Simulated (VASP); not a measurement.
Consider the following.

```
BeSe
1.0
    0.00000     2.56697     2.56697
    2.56697     0.00000     2.56697
    2.56697     2.56697     0.00000
Be Se
1 1
Direct
  0.00000   0.00000   0.00000
  0.25000   0.25000   0.25000
```

Computed with PBEsol GGA, VASP's PBE PAW potentials (set 64) (plane waves; VASP). Settings: 500 eV cut-off, 9×9×9 Γ-centred mesh, Gaussian smearing of 0.050 eV, potentials Be Se.

Q: What does the run give for the energy per atom (σ→0)?

A: 
```json
{
 "energy per atom (σ→0)": "-4.725 eV/atom"
}
```

The absolute energy has meaning only against runs of the same code, potentials and settings.

The structure was generated: BeSe was put into the zinc blende type (F-43m), which need not be its known phase. It was relaxed first, which changed the volume by +9 %.
